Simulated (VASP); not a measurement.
The input files of a VASP run:

**INCAR**
```
SYSTEM = Ag
PREC = Accurate
ENCUT = 400
EDIFF = 1E-8
NELM = 100
ALGO = Normal
LREAL = .FALSE.
LASPH = .TRUE.
ISMEAR = 1
SIGMA = 0.1
METAGGA = R2SCAN
LMIXTAU = .TRUE.
LMAXMIX = 4
LWAVE = .FALSE.
LCHARG = .FALSE.
IBRION = 1
ISIF = 2
NSW = 30
EDIFFG = -0.001
```

**KPOINTS**
```
Automatic
0
gamma
14 14 14
0 0 0
```

POSCAR:
```
Ag
1.0
  0.0000000000   2.0504453629   2.0504453629
  2.0504453629   0.0000000000   2.0504453629
  2.0504453629   2.0504453629   0.0000000000
Ag
1
Cartesian
  0.0000000000   0.0000000000   0.0000000000
```

POTCAR, in this order: Ag (PBE.64 set). Program: vasp_std.

Question: Translate this r2SCAN calculation to Ansatz.

Answer: One equivalent input (not run):
Ansatz 0.2 input:
```yaml
crystal:
  lattice:
    - [0.0000000, 2.0504454, 2.0504454]
    - [2.0504454, 0.0000000, 2.0504454]
    - [2.0504454, 2.0504454, 0.0000000]
  atoms:
    - { symbol: Ag, position: [0.0000000, 0.0000000, 0.0000000] }
kpoints:
  mp_grid: { grid: [14, 14, 14] }
hamiltonian:
  xc: r2scan
  pseudopotentials: { kind: paw }
scf:
  occupations: { method: methfessel_paxton, width: 0.1 }
  max_iter: 100
relax:
  max_steps: 30
  f_tol: 0.001
output: { forces: true, stress: true, eigenvalues: true }
```
The two are equivalent in intent, not identical: each code has its own PAW files, so the cut-off isn't converted (ENCUT is set for VASP's; basis.ecutwfc is left out, and Ansatz then takes the one that its files recommend); Ansatz stops its SCF on the density residual and VASP on the energy change (EDIFF).

The structure comes from a computed database's Ag entry (Fm-3m); how it stands against other phases isn't given here. It was relaxed first. The start is the result of an earlier pass.
